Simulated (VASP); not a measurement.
```xyz
8
Lattice="2.0135 -3.4874 0.0000 2.0135 3.4874 0.0000 0.0000 0.0000 13.2682" Properties=species:S:1:pos:R:3 pbc="T T T"
Zn     2.0135    -1.1625     3.3140
Cd     2.0135     1.1625     0.1420
Cd     2.0135    -1.1625     9.9748
Cd     2.0135     1.1625     6.5432
S      2.0135    -1.1625     5.6316
S      2.0135     1.1625     2.6636
S      2.0135    -1.1625    12.4851
S      2.0135     1.1625     9.0544
```

Level of theory: PBEsol GGA, VASP's PBE PAW potentials (set 64) (plane waves; VASP). Numerical set-up: 400 eV cut-off, Gaussian smearing of 0.050 eV, potentials Zn Cd S.

**Question.** Predict the band gap (along the path) with the smallest direct gap where there is one.

**Answer.** 
```json
{
  "band gap (along the path)": "1.17 eV",
  "smallest direct gap (along the path)": "1.17 eV"
}
```

Total energies compare only between runs with the same potentials, cut-off and functional.

The structure was generated: Cd3ZnS4 was put into an ordered model structure (P3m1), which need not be its known phase. It was relaxed first.
